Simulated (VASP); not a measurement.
# Ba2Be (P6/mmm) in VASP: reference runs

Aim: a first look at Ba2Be with PBE, on the cell as given.

All numbers are computed with VASP 6.6.1; they aren't measurements. Logs are shortened: lines on timing, memory, paths and dates and some standing lists are left out, and cuts for length are marked.

**1. The crystal as given**

It takes space group P6/mmm (No. 191, hexagonal). The conventional cell has a = 4.602 Å, b = 4.602 Å, c = 4.604 Å, α = 90.00°, β = 90.00°, γ = 120.00°. Ba (site symmetry -6m2) has 3 Ba at 2.66 Å as nearest neighbours. Around Be (site symmetry 6/mmm) lie 12 Ba at 3.52 Å.

The cell was built by a generator and needn't be a form met in nature.

**2. Single point, PBE**

INCAR

```
SYSTEM = Ba2Be
ALGO = Normal
EDIFF = 1E-7
ENCUT = 520
GGA = PE
ISIF = 2
ISMEAR = -1
LASPH = .True.
LCHARG = .True.
LELF = .True.
LREAL = .False.
LVHAR = .True.
LWAVE = .False.
NBANDS = 18
NELM = 100
PREC = Accurate
SIGMA = 0.05
```

KPOINTS

```
k-points
0
Gamma
  7 7 6
  0 0 0
```

POSCAR

```
Ba2Be
1.0
    4.6024627800      0.0000000000      0.0000000000
   -2.3012313900      3.9858496800      0.0000000000
    0.0000000000      0.0000000000      4.6035357700
Ba Be
2 1
Direct
    0.3333333300      0.6666666700      0.5000000000
    0.6666666700      0.3333333300      0.5000000000
    0.0000000000      0.0000000000      0.0000000000
```

Potentials or basis: VASP PAW PBE potentials, release 64 (Ba_sv, Be).

The run is started by

```sh
> cat potpaw_PBE.64/Ba_sv/POTCAR potpaw_PBE.64/Be/POTCAR > POTCAR
> mpirun -np 1 vasp_std > vasp.out
```

OUTCAR:

```text
SYSTEM = Ba2Be
   EDIFF = 1E-7
   ENCUT = 520
   GGA = PE
   ISIF = 2
   ISMEAR = -1
   LASPH = .True.
   LREAL = .False.
   NELM = 100
   PREC = Accurate

 ion  position               nearest neighbor table
   1  0.333  0.667  0.500-   2 2.66   2 2.66   2 2.66   3 3.52   3 3.52   3 3.52   3 3.52   3 3.52
                             3 3.52
   2  0.667  0.333  0.500-   1 2.66   1 2.66   1 2.66   3 3.52   3 3.52   3 3.52   3 3.52   3 3.52
                             3 3.52
   3  0.000  0.000  0.000-   1 3.52   2 3.52   1 3.52   2 3.52   1 3.52   1 3.52   2 3.52   2 3.52
                             2 3.52   2 3.52   1 3.52   1 3.52

  LATTYP: Found a hexagonal cell.
 ALAT       =     4.6024627800
 C/A-ratio  =     1.0002331339

  Lattice vectors:

 A1 = (   4.6024627800,   0.0000000000,   0.0000000000)
 A2 = (  -2.3012313900,   3.9858496800,   0.0000000000)
 A3 = (   0.0000000000,   0.0000000000,   4.6035357700)

Analysis of symmetry for initial positions (statically):
=====================================================================
 Subroutine PRICEL returns:
 Original cell was already a primitive cell.

 Routine SETGRP: Setting up the symmetry group for a
 hexagonal supercell.

 Subroutine GETGRP returns: Found 24 space group operations
 (whereof 24 operations were pure point group operations)
 out of a pool of 24 trial point group operations.

The static configuration has the point symmetry D_6h.

Analysis of symmetry for dynamics (positions and initial velocities):
=====================================================================
 Subroutine PRICEL returns:
 Original cell was already a primitive cell.

 Routine SETGRP: Setting up the symmetry group for a
 hexagonal supercell.

 Subroutine GETGRP returns: Found 24 space group operations
 (whereof 24 operations were pure point group operations)
 out of a pool of 24 trial point group operations.

The dynamic configuration has the point symmetry D_6h.

 Subroutine INISYM returns: Found 24 space group operations
 (whereof 24 operations are pure point group operations),
 and found     1 'primitive' translations

----------------------------------------------------------------------------------------

                                     Primitive cell

  volume of cell :      84.4506

  direct lattice vectors                    reciprocal lattice vectors
     4.602462780  0.000000000  0.000000000     0.217274978  0.125443767  0.000000000
    -2.301231390  3.985849680  0.000000000     0.000000000  0.250887535  0.000000000
     0.000000000  0.000000000  4.603535770     0.000000000  0.000000000  0.217224336

  length of vectors
     4.602462780  4.602462774  4.603535770     0.250887534  0.250887535  0.217224336

  position of ions in fractional coordinates (direct lattice)
     0.333333330  0.666666670  0.500000000
     0.666666670  0.333333330  0.500000000
     0.000000000  0.000000000  0.000000000

  ion indices of the primitive-cell ions
   primitive index   ion index
                 1           1
                 2           2
                 3           3

----------------------------------------------------------------------------------------

 KPOINTS: k-points

Automatic generation of k-mesh.
 Grid dimensions read from file:
 generate k-points for:    7    7    6

 Generating k-lattice:

  Cartesian coordinates                     Fractional coordinates (reciprocal lattice)
     0.031039283  0.017920538  0.000000000     0.142857143  0.000000000  0.000000000
     0.000000000  0.035841076  0.000000000     0.000000000  0.142857143  0.000000000
     0.000000000  0.000000000  0.036204056     0.000000000  0.000000000  0.166666667

  Length of vectors
     0.035841076  0.035841076  0.036204056

  Shift w.r.t. Gamma in fractional coordinates (k-lattice)
     0.000000000  0.000000000  0.000000000

 Subroutine IBZKPT returns following result:
 ===========================================

 Found     32 irreducible k-points:

 Following reciprocal coordinates:
            Coordinates               Weight
  0.000000  0.000000  0.000000      1.000000
  0.142857 -0.000000  0.000000      6.000000
  0.285714  0.000000  0.000000      6.000000
  0.428571  0.000000  0.000000      6.000000
  0.142857  0.142857  0.000000      6.000000
  0.285714  0.142857  0.000000     12.000000
[... 16 lines left out ...]
  0.428571  0.142857  0.333333     12.000000
  0.285714  0.285714  0.333333     12.000000
 [... further k-points ...]
   k-points           NKPTS =     32   k-points in BZ     NKDIM =     32   number of bands    NBANDS=     18
   number of dos      NEDOS =    301   number of ions     NIONS =      3
   total plane-waves  NPLWV =  46656
   dimension x,y,z NGX =    36 NGY =   36 NGZ =   36
   dimension x,y,z NGXF=    72 NGYF=   72 NGZF=   72
   ions per type =               2   1
   NGX,Y,Z   is equivalent  to a cutoff of  13.00, 13.00, 13.00 a.u.
   NGXF,Y,Z  is equivalent  to a cutoff of  26.01, 26.01, 26.00 a.u.
 SYSTEM =  Ba2Be
   PREC   = accura    normal or accurate (medium, high low for compatibility)
   ISTART =      0    job   : 0-new  1-cont  2-samecut
   ICHARG =      2    charge: 1-file 2-atom 10-const
   ISPIN  =      1    spin polarized calculation?
   LNONCOLLINEAR =      F non collinear calculations
   LSORBIT =      F    spin-orbit coupling
   LASPH  =      T    aspherical Exc in radial PAW
   ENCUT  =  520.0 eV  38.22 Ry    6.18 a.u.   8.56  8.56  8.56*2*pi/ulx,y,z
   NELM   =    100;   NELMIN=  2; NELMDL= -5     # of ELM steps
   EDIFF  = 0.1E-06   stopping-criterion for ELM
   LREAL  =      F    real-space projection
   EDIFFG = 0.1E-05   stopping-criterion for IOM
   NSW    =      0    number of steps for IOM
   IBRION =     -1    ionic relax: 0-MD 1-quasi-New 2-CG
   NFREE  =      0    steps in history (QN), initial steepest desc. (CG)
   ISIF   =      2    stress and relaxation
   ISYM   =      2    0-nonsym 1-usesym 2-fastsym
   POTIM  = 0.5000    time-step for ionic-motion
   TEBEG  =    0.0;   TEEND  =   0.0 temperature during run
   PSTRESS=    0.0 pullay stress
   NELECT =      22.0000    total number of electrons
   NUPDOWN=      -1.0000    fix difference up-down
   EMIN   =  10.00;   EMAX   =-10.00  energy-range for DOS
   EFERMI =   0.00;   METHOD = LEGACY
   ISMEAR =    -1;   SIGMA  =   0.05  broadening in eV -4-tet -1-fermi 0-gaus
   EFERMI_NEDOS =   21; number of points for ismear=-14 and -15
   IALGO  =     38    algorithm
   IMIX   =      4    mixing-type and parameters
     AMIX     =   0.40;   BMIX     =  1.00
     AMIX_MAG =   1.60;   BMIX_MAG =  1.00
  volume/ion in A,a.u.               =      28.15       189.97
  Fermi-wavevector in a.u.,A,eV,Ry     =   1.045558  1.975818 14.873775  1.093192
  Thomas-Fermi vector in A             =   2.180359
   LORBIT       =      0    0 simple, 1 ext, 2 COOP (PROOUT), +10 PAW based schemes
   GGA     = PE    functional components
   LHFCALC =     F    Hartree Fock is set to
   AEXX    =    0.0000 exact exchange contribution
   IVDW    =     0    specifies the selected vdW correction
   LEPSILON=     F    determine dielectric tensor
   LRPA    =     F    only Hartree local field effects (RPA)
 non-spin polarized calculation
  energy-cutoff  :      520.00
  volume of cell :       84.45
 maximum number of plane-waves:      2298
 NGX is ok and might be reduce to    36
   NGX = 17   NGY = 17   NGZ = 17

 number of electron      21.9999999 magnetization

 Free energy of the ion-electron system (eV)
  ---------------------------------------------------
  ext. energy  EPLUGINS =         0.00000000
  ---------------------------------------------------
  free energy    TOTEN  =        -1.01092223 eV

  energy without entropy =       -0.97234767  energy(sigma->0) =       -0.99163495

 E-fermi :   3.3651     XC(G=0):  -9.2890

 val. band max:        3.3597660907   @ k =   0.4286   0.0000   0.0000
 cond. band min:       3.3806583122   @ k =   0.4286   0.1429   0.3333
 fundamental gap:      0.0208922215
 Fermi energy:         3.3651432248

 k-point     1 :       0.0000    0.0000    0.0000
  band No.  band energies     occupation
      1     -26.7712      2.00000
      2     -23.4886      2.00000
      3     -13.4153      2.00000
      4     -13.4153      2.00000
      5     -11.1990      2.00000
      6      -8.6799      2.00000
[... 10 lines left out ...]
     17       8.4770      0.00000
     18       8.4770      0.00000

 k-point     2 :       0.1429   -0.0000    0.0000
  band No.  band energies     occupation
      1     -26.6647      2.00000
      2     -23.6982      2.00000
      3     -13.5139      2.00000
      4     -13.1595      2.00000
      5     -11.1077      2.00000
      6      -8.8192      2.00000
[... 10 lines left out ...]
     17       8.1611      0.00000
     18       8.1822      0.00000

 k-point     3 :       0.2857    0.0000    0.0000
  band No.  band energies     occupation
      1     -26.3657      2.00000
      2     -24.2139      2.00000
      3     -13.7126      2.00000
      4     -12.5836      2.00000
      5     -10.8540      2.00000
      6      -9.1774      2.00000
[... 10 lines left out ...]
     17       6.8922      0.00000
     18       7.5670      0.00000

 k-point     4 :       0.4286    0.0000    0.0000
  band No.  band energies     occupation
      1     -25.9858      2.00000
      2     -24.7550      2.00000
      3     -13.8544      2.00000
      4     -12.1221      2.00000
      5     -10.5366      2.00000
      6      -9.5755      2.00000
[... 375 lines left out ...]
      4     -11.9734      2.00000
      5     -10.7952      2.00000
      6      -9.5897      2.00000
[... 10 lines left out ...]
     17       7.7013      0.00000
     18       8.8705      0.00000

 k-point    23 :       0.4286    0.1429    0.3333
  band No.  band energies     occupation
      1     -25.8001      2.00000
      2     -24.9699      2.00000
      3     -14.0025      2.00000
      4     -11.6159      2.00000
      5     -10.5488      2.00000
      6      -9.8772      2.00000
[... 10 lines left out ...]
     17       8.1091      0.00000
     18       8.5015      0.00000

 k-point    24 :       0.2857    0.2857    0.3333
  band No.  band energies     occupation
      1     -25.6818      2.00000
      2     -25.1060      2.00000
      3     -14.1213      2.00000
      4     -11.0297      2.00000
      5     -10.4520      2.00000
      6      -9.9821      2.00000
[... 10 lines left out ...]
     17       7.3344      0.00000
     18       8.1611      0.00000

 [... further k-points ...]
[... 5 lines left out ...]
  --------------------------------------------------------------------------------------
  -------------------------------------------------------------------------------------
  Total       21.4230000     21.4229999     -3.8593249     -0.0000000      0.0000000      0.0000000
  in kB      406.4322366    406.4322351    -73.2182259     -0.0000000      0.0000000      0.0000000
  external PRESSURE =     246.5487486 kB  Pullay stress =       0.0000000 kB

 VOLUME and BASIS-vectors are now :
 -----------------------------------------------------------------------------
  energy-cutoff  :      520.00
  volume of cell :       84.45
      direct lattice vectors                 reciprocal lattice vectors
     4.602462780  0.000000000  0.000000000     0.217274978  0.125443767  0.000000000
    -2.301231390  3.985849680  0.000000000     0.000000000  0.250887535  0.000000000
     0.000000000  0.000000000  4.603535770     0.000000000  0.000000000  0.217224336

 POSITION                                       TOTAL-FORCE (eV/Angst)
 -----------------------------------------------------------------------------------
     -0.00000      2.65723      2.30177         0.000000     -0.000000      0.000000
      2.30123      1.32862      2.30177        -0.000000      0.000000     -0.000000
      0.00000      0.00000      0.00000         0.000000      0.000000     -0.000000
 -----------------------------------------------------------------------------------
    total drift:                                0.000000      0.000000      0.000000

  FREE ENERGIE OF THE ION-ELECTRON SYSTEM (eV)
  ---------------------------------------------------
  free  energy   TOTEN  =        -1.0109222288 eV

  energy  without entropy=       -0.9723476749  energy(sigma->0) =       -0.99163495
```

Run time: 18 s. Hardware: 1 thread of Intel Xeon 6975P-C (Granite Rapids), shared host; peak memory 0.21 GiB.

What came out:

```yaml
Free_energy: -1.0109 eV
Pressure: 24.7 GPa
Band_gap_on_the_k_mesh: none (metal or under the smearing width)
```

Levels at points of the mesh, in eV from the Fermi level:
```
           k point  band 8  band 9  band 10  band 11  band 12  band 13  band 14  band 15
(0.00, 0.00, 0.00)  -11.85   -4.02    -0.22     1.45     1.45     2.27     2.27     2.49
(0.00, 0.00, 0.50)  -11.83   -1.97    -1.23     0.50     0.50     1.57     1.57     2.40
```

Caveat: so large a pressure means that the cell lies far from this level's equilibrium, or that cutoff or potentials fall short. The run has no spin-orbit coupling, so splittings on Ba are missing.
